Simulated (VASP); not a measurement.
```
C
1.0
    1.23388    -2.13714     0.00000
    1.23388     2.13714     0.00000
    0.00000     0.00000     6.58548
C
4
Direct
  0.00000   0.00000   0.25000
  0.00000   0.00000   0.75000
  0.33333   0.66667   0.25000
  0.66667   0.33333   0.75000
```

Calculation: optB86b-vdW, VASP's PBE PAW potentials (set 64) (plane waves; VASP). Run with 520 eV cut-off, 13×13×4 Γ-centred mesh, first-order Methfessel-Paxton smearing of 0.10 eV, potentials C.

**Question.** Predict the energy per atom (σ→0).

**Answer.** 
- energy per atom (σ→0): -8.137 eV/atom

Total energies compare only between runs with the same potentials, cut-off and functional.

The compound is C in the graphite structure. It was relaxed first. The start is the result of an earlier pass.
